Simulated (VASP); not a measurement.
Here is the system:

```xyz
2
Lattice="3.5502 0.0000 0.0000 0.0000 3.5502 0.0000 0.0000 0.0000 3.5502" Properties=species:S:1:pos:R:3 pbc="T T T"
Ho     1.7751     1.7751     1.7751
Ag     0.0000     0.0000     0.0000
```

Computed with PBEsol GGA, VASP's PBE PAW potentials (set 64) (plane waves; VASP). Settings: 400 eV cut-off, 9×9×9 Γ-centred mesh, first-order Methfessel-Paxton smearing of 0.10 eV, potentials Ho_3 Ag.

The 4f electrons are frozen in the core of the lanthanide potential, so 4f levels, which can set the real gap, and their magnetism are missing.

Problem. Estimate the energy per atom (σ→0), band gap (on the k-mesh) with the smallest direct gap where there is one.

Solution. 
```yaml
band gap (on the k-mesh): none (metal, semimetal or under 0.01 eV)
energy per atom (σ→0): -4.473 eV/atom
```

Only differences to runs with the same potentials and settings are physical.

The structure comes from a computed database's HoAg entry (Pm-3m); how it stands against other phases isn't given here. It was relaxed first. The start is the result of an earlier pass.
